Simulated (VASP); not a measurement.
OSZICAR of a VASP run on Al (fcc):

File OSZICAR:
```
       N       E                     dE             d eps       ncg     rms          rms(c)
DAV:   1    -0.159518755243E+01   -0.15952E+01   -0.85263E+02  1505   0.329E+02
DAV:   2    -0.374738011343E+01   -0.21522E+01   -0.20760E+01  1825   0.317E+01
DAV:   3    -0.377142020659E+01   -0.24040E-01   -0.24062E-01  1950   0.363E+00
DAV:   4    -0.377155177747E+01   -0.13157E-03   -0.13157E-03  1935   0.236E-01
DAV:   5    -0.377155255861E+01   -0.78115E-06   -0.78168E-06  1985   0.159E-02    0.135E+00
DAV:   6    -0.375825638348E+01    0.13296E-01   -0.15160E-03  1770   0.297E-01    0.785E-01
DAV:   7    -0.374855583119E+01    0.97006E-02   -0.45992E-03  1705   0.483E-01    0.151E-01
DAV:   8    -0.374855252801E+01    0.33032E-05   -0.23237E-05  1830   0.516E-02    0.934E-03
DAV:   9    -0.374855101803E+01    0.15100E-05   -0.95497E-07  1800   0.697E-03    0.113E-03
DAV:  10    -0.374855068107E+01    0.33696E-06   -0.49579E-09  1480   0.806E-04    0.102E-03
DAV:  11    -0.374855061500E+01    0.66071E-07   -0.22969E-10  1035   0.152E-04
   1 F= -.39162881E+01 E0= -.39164094E+01  d E =0.364113E-03
```

### Question
Which electronic solver shows in the log?

### Answer
It is blocked Davidson (ALGO = Normal, or the opening steps of other solvers). The INCAR had ALGO = Normal.

### Question
Can the final energy be trusted as converged?

### Answer
The calculation finished and met its thresholds. It stopped with EDIFF = 1E-7, NELM = 100 (PBE GGA with D3 dispersion (zero damping), plane waves, VASP's PBE PAW potentials (set 64)).

The compound is Al in the fcc structure. It was relaxed first.
